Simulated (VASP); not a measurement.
# The low-index faces of Sc

How do surface energy, work function and relaxation of Sc depend on the face?

Program: VASP 6.6.1. Level of theory: PBEsol; plane waves and PAW (Sc_sv). Results are calculated unless marked as measured.

This is a report of a sequence of runs, with most program output left out.

### Step 1. The structure

Symmetry: P6_3/mmc, No. 194, hexagonal system. Conventional cell: a = 3.310 Å, b = 3.310 Å, c = 5.276 Å, α = 90.00°, β = 90.00°, γ = 120.00°. Sc has 12 Sc at 3.26 to 3.31 Å nearest.

### Step 2. The bulk reference, job relaxation, k-mesh 13×13×8

The bulk crystal is relaxed first, so that the slabs are cut at this functional's lattice.

The input, INCAR:

```
SYSTEM = Sc
PREC = Accurate
ENCUT = 420
EDIFF = 1E-06
NELM = 120
ISMEAR = 1
SIGMA = 0.15
LREAL = .FALSE.
ALGO = Normal
GGA = PS
NBANDS = 17
LASPH = .TRUE.
LORBIT = 11
LWAVE = .FALSE.
LCHARG = .FALSE.
KPAR = 4
IBRION = 2
NSW = 30
ISIF = 3
EDIFFG = -0.01
POTIM = 0.4
```

The input, POSCAR:

```
Sc
1.0
    3.3100000000      0.0000000000      0.0000000000
   -1.6550000000      2.8665440865      0.0000000000
    0.0000000000      0.0000000000      5.2761400000
Sc
2
Direct
    0.0000000000      0.0000000000      0.0000000000
    0.3333333333      0.6666666667      0.5000000000
```

The input, KPOINTS:

```
Automatic mesh
0
Gamma
13 13 8
0 0 0
```

PAW data sets: Sc_sv (PBE family, release 64).

Started as:

```console
$ mpirun -np 4 vasp_std
```

Run time: 43 s. Hardware: 4 MPI ranks of Intel Xeon Platinum 8259CL at 2.50GHz (Skylake/Cascade Lake), shared host; peak memory 0.75 GiB.

The PAW data sets were made with PBE, which is usual practice but a small mismatch for other functionals. The run keeps the 24 symmetry operations of its start, so it cannot find a distortion of lower symmetry.

The steps of the relaxation:

```tsv
step	energy less that of the first step (eV)	largest force (eV/Å)	pressure (GPa)	volume (Å³)
1	0.0000	0.0000	-2.96	50.06
2	-0.0302	0.0000	-0.17	47.43
3	-0.0305	0.0000	0.17	47.15
4	-0.0319	0.0000	0.08	47.20
5	-0.0325	0.0000	-0.02	47.26
```

```tsv
conventional cell, symmetrised	before	after	change
a (Å)	3.310	3.279	-0.9 %
b (Å)	3.310	3.279	-0.9 %
c (Å)	5.276	5.075	-3.8 %
volume (Å³/atom)	25.03	23.63	-5.6 %
```

Final coordinates:

```cif
data_structure
_symmetry_space_group_name_H-M 'P 1'
_symmetry_Int_Tables_number 1
_cell_length_a 3.2792
_cell_length_b 3.2792
_cell_length_c 5.0752
_cell_angle_alpha 90.000
_cell_angle_beta 90.000
_cell_angle_gamma 120.000
_cell_volume 47.26
loop_
_atom_site_label
_atom_site_type_symbol
_atom_site_fract_x
_atom_site_fract_y
_atom_site_fract_z
_atom_site_occupancy
Sc1 Sc 0.00000 0.00000 0.00000 1
Sc2 Sc 0.33333 0.66667 0.50000 1
```

This step gave:

| Item | Value |
| --- | --- |
| electronic cycles | 38 |
| electrons | 22 |
| free energy (TOTEN) | -13.21 eV |
| energy at zero smearing | -13.21 eV |
| Fermi energy | 3.818 eV |
| metallic | yes |

The run ended after 5 ionic steps, 0.033 eV below its first step, once forces and stress met EDIFFG = -0.01.

Energy at zero smearing: -13.21021 eV.

### Step 3. The bulk reference, job self-consistent run, k-mesh 16×16×9

The input, INCAR:

```
SYSTEM = Sc
PREC = Normal
ENCUT = 320
EDIFF = 1E-06
NELM = 120
ISMEAR = 1
SIGMA = 0.15
LREAL = .FALSE.
ALGO = Fast
GGA = PS
NBANDS = 17
LASPH = .TRUE.
LORBIT = 11
LWAVE = .FALSE.
LCHARG = .FALSE.
KPAR = 4
```

The input, POSCAR:

```
Sc
1.0
    3.2792039134      0.0000000000      0.0000000000
   -1.6396019567      2.8398738932      0.0000000000
    0.0000000000      0.0000000000      5.0752326436
Sc
2
Direct
    0.0000000000      0.0000000000      0.0000000000
    0.3333333333      0.6666666667      0.5000000000
```

The input, KPOINTS:

```
Automatic mesh
0
Gamma
16 16 9
0 0 0
```

Started as:

```console
$ mpirun -np 4 vasp_std
```

Run time: 11 s. Hardware: 4 MPI ranks; peak memory 0.59 GiB.

Numbers from this step:

- electronic cycles: 17
- Fermi energy: 3.822 eV

Energy at zero smearing: -13.21146 eV.

The run ends at a pressure of -0.38 GPa.

### Step 4. Relaxing the slab, 8 atoms, face Sc(0001)

System of this step: Sc(0001). The cell holds 8 atoms: 8 Sc. Cell: a = 3.279 Å, b = 3.279 Å, c = 32.763 Å, α = 90.0°, β = 90.0°, γ = 60.0°. It derives from Sc. 8 layers of hcp Sc, cut at this functional's lattice. Vacuum lies along c.

All atoms relax at the fixed cell.

The input, INCAR:

```
SYSTEM = Sc
PREC = Normal
ENCUT = 320
EDIFF = 1E-05
NELM = 120
ISMEAR = 1
SIGMA = 0.15
LREAL = .FALSE.
ALGO = Fast
GGA = PS
NBANDS = 54
LASPH = .TRUE.
LORBIT = 11
LWAVE = .FALSE.
LCHARG = .FALSE.
KPAR = 4
IBRION = 2
NSW = 40
ISIF = 2
EDIFFG = -0.03
POTIM = 0.4
MAXMIX = 40
```

The input, POSCAR:

```
Sc
1.0
    3.2792039134      0.0000000000      0.0000000000
    1.6396019567      2.8398738932      0.0000000000
    0.0000000000      0.0000000000     32.7633142526
Sc
8
Direct
    0.6666666700      0.6666666700      0.2289145700
    0.0000000000      0.0000000000      0.3063675500
    0.6666666700      0.6666666700      0.3838205300
    0.0000000000      0.0000000000      0.4612735100
    0.6666666700      0.6666666700      0.5387264900
    0.0000000000      0.0000000000      0.6161794700
    0.6666666700      0.6666666700      0.6936324500
    0.0000000000      0.0000000000      0.7710854300
```

The input, KPOINTS:

```
Automatic mesh
0
Gamma
12 12 1
0 0 0
```

Started as:

```console
$ mpirun -np 4 vasp_std
```

Run time: 2.9 min. Hardware: 4 MPI ranks; peak memory 0.98 GiB; 10 min of CPU time.

The run keeps the 12 symmetry operations of its start, so it cannot find a distortion of lower symmetry.

The steps of the relaxation:

```tsv
step	energy less that of the first step (eV)	largest force (eV/Å)
1	0.0000	0.1853
2	-0.0040	0.1517
3	-0.0077	0.0837
4	-0.0098	0.0680
5	-0.0100	0.0544
6	-0.0100	0.0571
7	-0.0105	0.0351
8	-0.0108	0.0234
```

The atoms that moved most (Å):

```tsv
atom	dx	dy	dz	length
Sc2	0.000	0.000	-0.033	0.033
Sc7	0.000	0.000	0.033	0.033
Sc8	0.000	0.000	-0.032	0.032
Sc1	0.000	0.000	0.032	0.032
Sc4	0.000	0.000	0.006	0.006
Sc5	0.000	0.000	-0.006	0.006
```

Final coordinates:

```xyz
8
Lattice="3.2792 0.0000 0.0000 1.6396 2.8399 0.0000 0.0000 0.0000 32.7633" Properties=species:S:1:pos:R:3
Sc    3.2792    1.8932    7.5324
Sc    0.0000    0.0000   10.0042
Sc    3.2792    1.8932   12.5704
Sc    0.0000    0.0000   15.1187
Sc    3.2792    1.8932   17.6446
Sc    0.0000    0.0000   20.1929
Sc    3.2792    1.8932   22.7591
Sc    0.0000    0.0000   25.2309
```

Numbers from this step:

```
electronic cycles       : 86
electrons               : 88
free energy (TOTEN)     : -51.2319 eV
energy at zero smearing : -51.2258 eV
Fermi energy            : 1.150 eV
```

The run ended after 8 ionic steps, 0.011 eV below its first step, once the forces on the free atoms met EDIFFG = -0.03.

### Step 5. Potential and states of the slab, 8 atoms, face Sc(0001)

A static run writes the electrostatic potential without exchange and correlation (LVHAR), which is flat in the vacuum and gives the level to count from. The dipole correction cancels the field that unlike faces would set up across the vacuum.

The input, INCAR:

```
SYSTEM = Sc
PREC = Normal
ENCUT = 320
EDIFF = 1E-06
NELM = 120
ISMEAR = 1
SIGMA = 0.15
LREAL = .FALSE.
ALGO = Fast
GGA = PS
NBANDS = 54
LASPH = .TRUE.
LORBIT = 11
LWAVE = .FALSE.
LCHARG = .TRUE.
KPAR = 4
IDIPOL = 3
LDIPOL = .TRUE.
DIPOL = 0.5 0.5 0.5
LVHAR = .TRUE.
LVACPOTAV = .TRUE.
NEDOS = 1500
```

The input, POSCAR:

```
Sc
1.0
    3.2792039134      0.0000000000      0.0000000000
    1.6396019567      2.8398738932      0.0000000000
    0.0000000000      0.0000000000     32.7633142526
Sc
8
Direct
    0.6666666700      0.6666666700      0.2299029017
    0.0000000000      0.0000000000      0.3053468882
    0.6666666700      0.6666666700      0.3836732829
    0.0000000000      0.0000000000      0.4614514016
    0.6666666700      0.6666666700      0.5385485984
    0.0000000000      0.0000000000      0.6163267171
    0.6666666700      0.6666666700      0.6946531118
    0.0000000000      0.0000000000      0.7700970983
```

KPOINTS is that of step 4.

Started as:

```console
$ mpirun -np 4 vasp_std
```

The job ended after 75 s (4 MPI ranks; peak memory 0.92 GiB; 4.4 min of CPU time).

Numbers from this step:

```
electronic cycles                          : 36
energy at zero smearing                    : -51.2257 eV
dipole moment                              : 0, 0, -5.50e-5 e·Å
vacuum levels                              : 4.672, 4.673 eV
work functions of the upper and lower face : 3.522, 3.523 eV
```

The planar average of the electrostatic potential oscillates, so the rows of the table below give means over windows of 2.5 Å about each position, cut where the curve ends. Its maxima inside the range that stand out by 2 % of the span (Å: eV): 8.8: 0.332, 11.3: 0.552, 13.9: 0.482, 16.4: 0.405, 18.9: 0.481, 21.5: 0.552, 24.0: 0.331. Its minima: 7.5: -8.44, 10.0: -7.89, 12.5: -8.08, 15.1: -8.08, 17.6: -8.08, 20.2: -8.08, 22.8: -7.90, 25.3: -8.44.

Zero at the Fermi level. Table of planar average of the electrostatic potential by height; means over each step:

```tsv
height (Å)	planar average of the electrostatic potential (eV)
1.25	3.53
3.75	3.49
6.25	-0.922
8.75	-3.96
11.25	-3.61
13.75	-3.73
16.25	-3.81
18.75	-3.73
21.25	-3.65
23.75	-3.91
26.25	-2.12
28.75	3.45
31.25	3.53
```

Density of states in the PAW spheres, an atom over height of the layer and energy from the Fermi level.

Values in states/eV, 22 rows by 8 columns, each cell a mean:
```
1.58 0.52 0.71 0.64 0.64 0.71 0.52 1.58
1.55 1.29 1.25 1.17 1.17 1.25 1.29 1.55
0.94 0.89 0.89 0.95 0.95 0.89 0.89 0.94
0.53 0.56 0.64 0.68 0.68 0.64 0.56 0.53
0.50 0.49 0.48 0.48 0.48 0.48 0.49 0.50
0.35 0.41 0.40 0.40 0.40 0.40 0.41 0.35
0.20 0.22 0.22 0.23 0.23 0.22 0.22 0.20
0.16 0.16 0.17 0.17 0.17 0.17 0.16 0.16
0.11 0.10 0.10 0.11 0.11 0.10 0.10 0.11
0.09 0.09 0.10 0.09 0.09 0.10 0.09 0.09
0.07 0.06 0.07 0.07 0.07 0.07 0.06 0.07
0.06 0.06 0.06 0.06 0.06 0.06 0.06 0.06
0.03 0.05 0.04 0.04 0.04 0.04 0.05 0.03
0.01 0.03 0.04 0.03 0.03 0.04 0.03 0.01
0.00 0.01 0.01 0.01 0.01 0.01 0.01 0.00
0.00 0.00 0.00 0.00 0.00 0.00 0.00 0.00
0.00 0.00 0.00 0.00 0.00 0.00 0.00 0.00
0.00 0.00 0.00 0.00 0.00 0.00 0.00 0.00
0.00 0.00 0.00 0.00 0.00 0.00 0.00 0.00
0.00 0.00 0.00 0.00 0.00 0.00 0.00 0.00
0.00 0.00 0.00 0.00 0.00 0.00 0.00 0.00
0.00 0.00 0.00 0.00 0.00 0.00 0.00 0.00
```
Columns: height of the layer (Å) from 7.5 to 25.2; rows upwards: energy from the Fermi level (eV) from -7.9 to 0.5.

Valence density in the ca plane at fractional y = 0.000, with atoms of Sc within 0.2 Å of it. It is the smooth field of the valence electrons, not physical close to the nuclei.

Ten steps, logarithmic in the rise over the least value, from '0' (0.00 × 1e0 e/Å³) to '9' (8.91 × 1e0 e/Å³), each cell a mean:
```
48997321122112489973212222225899620000000000
35764211122112357642111222223676410000000000
22332111222211223321112222112333210000000000
11111112233211111111112332111221110000000000
11111112233211111111122332211111110000000000
12222112222211122221112222112222110000000000
24553211222111245532112222122455310000000000
47886321122112478863211222224788520000000000
58997421222112589974212222225899730000000000
```
Columns run along c (16.0 Å, from fractional 0.43 to 0.92 of the cell), rows up along a (3.3 Å). Atoms in or near the plane, at fractional coordinates: Sc at (0.46, 0.00), Sc at (0.62, 0.00), Sc at (0.77, 0.00).

The map of layer states is cut here 0.5 eV above the Fermi level, so it leaves out the states above that.

The vacuum level lies 3.52 eV above the Fermi level at the upper face; both faces agree, as the slab has next to no dipole.

The program found no field-free point at its default tolerance, but its printed level agrees with the flat part of the planar average.

On this mesh the fine structure of the density of states is sampling noise, and high empty states may be cut by the number of bands.

### Step 6. Surface relaxation, 12 atoms, face Sc(10-10)

System of this step: Sc(10-10). The cell holds 12 atoms: 12 Sc. Its edges and angles: a = 3.279 Å, b = 5.075 Å, c = 30.146 Å, α = 90.0°, β = 90.0°, γ = 90.0°. It derives from Sc. 12 layers of hcp Sc, cut at this functional's lattice. Vacuum lies along c.

The input, INCAR:

```
SYSTEM = Sc
PREC = Normal
ENCUT = 320
EDIFF = 1E-05
NELM = 120
ISMEAR = 1
SIGMA = 0.15
LREAL = .FALSE.
ALGO = Fast
GGA = PS
NBANDS = 81
LASPH = .TRUE.
LORBIT = 11
LWAVE = .FALSE.
LCHARG = .FALSE.
KPAR = 4
IBRION = 2
NSW = 40
ISIF = 2
EDIFFG = -0.03
POTIM = 0.4
MAXMIX = 40
```

The input, POSCAR:

```
Sc
1.0
    3.2792039134      0.0000000000      0.0000000000
    0.0000000000      5.0752326436      0.0000000000
    0.0000000000      0.0000000000     30.1459940970
Sc
12
Direct
    0.0000000000      0.0000000000      0.2487892700
    0.5000000000      0.0000000000      0.3429933000
    0.5000000000      0.5000000000      0.2801906200
    0.0000000000      0.0000000000      0.4371973200
    0.0000000000      0.5000000000      0.3743946400
    0.5000000000      0.0000000000      0.5314013400
    0.5000000000      0.5000000000      0.4685986600
    0.0000000000      0.0000000000      0.6256053600
    0.0000000000      0.5000000000      0.5628026800
    0.5000000000      0.0000000000      0.7198093800
    0.5000000000      0.5000000000      0.6570067000
    0.0000000000      0.5000000000      0.7512107300
```

The input, KPOINTS:

```
Automatic mesh
0
Gamma
9 6 1
0 0 0
```

Started as:

```console
$ mpirun -np 4 vasp_std
```

The job ended after 12 min (4 MPI ranks; peak memory 1.6 GiB; 46 min of CPU time).

The run keeps the 8 symmetry operations of its start, so it cannot find a distortion of lower symmetry.

Step by step:

```tsv
step	energy less that of the first step (eV)	largest force (eV/Å)
1	0.0000	0.4887
2	-0.0331	0.3796
3	-0.0853	0.1766
4	-0.0271	0.5391
5	-0.0921	0.1022
6	-0.0921	0.0977
7	-0.0921	0.0976
8	-0.0943	0.0667
9	-0.0963	0.0414
10	-0.0964	0.0461
11	-0.0963	0.0439
12	-0.0968	0.0251
```

The atoms that moved most (Å):

```tsv
atom	dx	dy	dz	length
Sc10	0.000	0.000	-0.098	0.098
Sc3	0.000	0.000	0.098	0.098
Sc11	0.000	0.000	0.083	0.083
Sc2	0.000	0.000	-0.083	0.083
Sc12	0.000	0.000	-0.040	0.040
Sc1	0.000	0.000	0.040	0.040
Sc8	0.000	0.000	0.027	0.027
Sc5	0.000	0.000	-0.027	0.027
```

The relaxed structure:

```xyz
12
Lattice="3.2792 0.0000 0.0000 0.0000 5.0752 0.0000 0.0000 0.0000 30.1460" Properties=species:S:1:pos:R:3
Sc    0.0000    0.0000    7.5399
Sc    1.6396    0.0000   10.2566
Sc    1.6396    2.5376    8.5450
Sc    0.0000    0.0000   13.1739
Sc    0.0000    2.5376   11.2596
Sc    1.6396    0.0000   16.0177
Sc    1.6396    2.5376   14.1283
Sc    0.0000    0.0000   18.8864
Sc    0.0000    2.5376   16.9721
Sc    1.6396    0.0000   21.6010
Sc    1.6396    2.5376   19.8893
Sc    0.0000    2.5376   22.6061
```

This step gave:

| Quantity | Value |
| --- | --- |
| electronic cycles | 119 |
| electrons | 132 |
| free energy (TOTEN) | -76.5378 eV |
| energy at zero smearing | -76.5396 eV |
| Fermi energy | 0.685 eV |

The run ended after 12 ionic steps, 0.097 eV below its first step, once the forces on the free atoms met EDIFFG = -0.03.

### Step 7. Vacuum level and density of states, 12 atoms, face Sc(10-10)

The input, INCAR:

```
SYSTEM = Sc
PREC = Normal
ENCUT = 320
EDIFF = 1E-06
NELM = 120
ISMEAR = 1
SIGMA = 0.15
LREAL = .FALSE.
ALGO = Fast
GGA = PS
NBANDS = 81
LASPH = .TRUE.
LORBIT = 11
LWAVE = .FALSE.
LCHARG = .TRUE.
KPAR = 4
IDIPOL = 3
LDIPOL = .TRUE.
DIPOL = 0.5 0.5 0.5
LVHAR = .TRUE.
LVACPOTAV = .TRUE.
NEDOS = 1500
```

The input, POSCAR:

```
Sc
1.0
    3.2792039134      0.0000000000      0.0000000000
    0.0000000000      5.0752326436      0.0000000000
    0.0000000000      0.0000000000     30.1459940970
Sc
12
Direct
    0.0000000000      0.0000000000      0.2501127530
    0.5000000000      0.0000000000      0.3402325912
    0.5000000000      0.5000000000      0.2834541938
    0.0000000000      0.0000000000      0.4370034107
    0.0000000000      0.5000000000      0.3735008987
    0.5000000000      0.0000000000      0.5313379714
    0.5000000000      0.5000000000      0.4686620286
    0.0000000000      0.0000000000      0.6264991013
    0.0000000000      0.5000000000      0.5629965893
    0.5000000000      0.0000000000      0.7165458062
    0.5000000000      0.5000000000      0.6597674088
    0.0000000000      0.5000000000      0.7498872470
```

KPOINTS is that of step 6.

Started as:

```console
$ mpirun -np 4 vasp_std
```

Run time: 3.3 min. Hardware: 4 MPI ranks; peak memory 1.5 GiB.

Numbers from this step:

| Item | Value |
| --- | --- |
| electronic cycles | 34 |
| Fermi energy | 0.686 eV |
| dipole moment | 0, 0, 0 e·Å |
| vacuum levels | 4.285, 4.285 eV |
| work functions of the upper and lower face | 3.599, 3.599 eV |

The planar average of the electrostatic potential oscillates, so the rows of the table below give means over windows of 2.85 Å about each position, cut where the curve ends. Its maxima inside the range that stand out by 2 % of the span (Å: eV): 9.4: -1.73, 12.2: -0.805, 15.1: -0.842, 18.0: -0.805, 20.8: -1.73. Its minima: 8.0: -6.45, 10.8: -6.22, 13.7: -6.56, 16.5: -6.56, 19.4: -6.22, 22.2: -6.45.

Zero at the Fermi level. Planar average of the electrostatic potential against height; means over each step:

```tsv
height (Å)	planar average of the electrostatic potential (eV)
1.43	3.60
4.28	3.51
7.13	-2.26
9.98	-4.04
12.83	-3.76
15.68	-3.81
18.53	-3.65
21.38	-4.12
24.23	1.60
27.08	3.60
29.93	3.60
```

Density of states in the PAW spheres, an atom over height of the layer and energy from the Fermi level.

Ten even steps from '0' (0.00 states/eV) to '9' (1.51 states/eV), each cell a mean:
```
764354453467
976777777679
666666666666
344444444443
333333333333
122222222221
111111111111
000101101000
000000000000
000000000000
000000000000
000000000000
000000000000
000000000000
000000000000
000000000000
000000000000
000000000000
000000000000
000000000000
000000000000
000000000000
```
Columns: height of the layer (Å) from 7.5 to 22.6 (not evenly spaced); rows upwards: energy from the Fermi level (eV) from -7.9 to 0.5.

Valence density in the ca plane at fractional y = 0.000, with atoms of Sc within 0.2 Å of it. It is the smooth field of the valence electrons, not physical close to the nuclei.

Values in units of 1e0 e/Å³, 5 rows by 16 columns, each cell a mean:
```
0.2 4.0 1.2 0.1 0.2 0.1 0.7 4.3 0.4 0.2 0.2 0.1 0.0 0.0 0.0 0.0
0.1 0.3 0.2 0.3 3.1 0.5 0.1 0.4 0.2 1.4 2.4 0.1 0.0 0.0 0.0 0.0
0.1 0.1 0.1 0.7 6.9 1.0 0.1 0.1 0.2 3.0 5.4 0.1 0.0 0.0 0.0 0.0
0.1 0.8 0.3 0.2 1.5 0.3 0.2 0.9 0.2 0.7 1.2 0.1 0.0 0.0 0.0 0.0
0.3 5.7 1.6 0.1 0.1 0.1 1.0 6.1 0.5 0.1 0.1 0.1 0.0 0.0 0.0 0.0
```
Columns run along c (16.0 Å, from fractional 0.38 to 0.92 of the cell), rows up along a (3.3 Å). Atoms in or near the plane, at fractional coordinates: Sc at (0.44, 0.00), Sc at (0.53, 0.50), Sc at (0.63, 0.00), Sc at (0.72, 0.50).

The map of layer states is cut here 0.5 eV above the Fermi level, so it leaves out the states above that.

The vacuum level lies 3.60 eV above the Fermi level at the upper face; both faces agree, as the slab has next to no dipole.

The program found no field-free point at its default tolerance, but its printed level agrees with the flat part of the planar average.

On this mesh the fine structure of the density of states is sampling noise, and high empty states may be cut by the number of bands.

### Step 8. The faces side by side

This step: surfaces of a metal, PBEsol; plane waves and PAW (VASP 6.6.1).

Derived from the runs above.

Symmetric slabs, all atoms free. All faces:

```tsv
face	layers	area a surface atom (Å²)	work function (eV)	surface energy as cut (J/m²)	surface energy relaxed (J/m²)	change of the top spacing (%)
Sc(0001)	8	9.313	3.522	1.403	1.394	-2.59
Sc(10-10)	12	16.64	3.599	1.36	1.314	6.18
```

Each surface energy is the slab's energy less its number of atoms times the bulk energy of -6.6057 eV, over twice the cell's area.

### Step 9. Outcome

| Property | Result |
| --- | --- |
| Sc(0001) | 1.39 J/m², 3.52 eV |
| Sc(10-10) | 1.31 J/m², 3.60 eV |

In words: The cheapest face is Sc(10-10) at 1.31 J/m², against 1.39 for Sc(0001). The work functions are 3.60 eV for Sc(10-10) and 3.52 eV for Sc(0001). The densest face does not have the highest work function here, against the usual rule. The densest face is not the cheapest here. The top spacing changes by -2.6 % on Sc(0001) and +6.2 % on Sc(10-10). Of the two ends of the prism face, the one with the short outer spacing was run. One thickness was run for each face, and bulk and slab meshes don't match, which leaves some hundredths of a J/m². The cells are 1 × 1 and can't reconstruct.

[Lines on the potential files, build, host, timing and source positions are cut from VASP's logs without a mark.]

[Logs are printed without paths, hosts, clocks, repeated set-up lines and the standing remarks that a program may print on its own settings, such as how far it seeks lower states.]

[Hosts, paths, dates, database ids (printed as entryN), source tags and the programs' standing remarks are cut or masked in the printed files.]

[Runs that stopped without an error message from VASP are left out.]
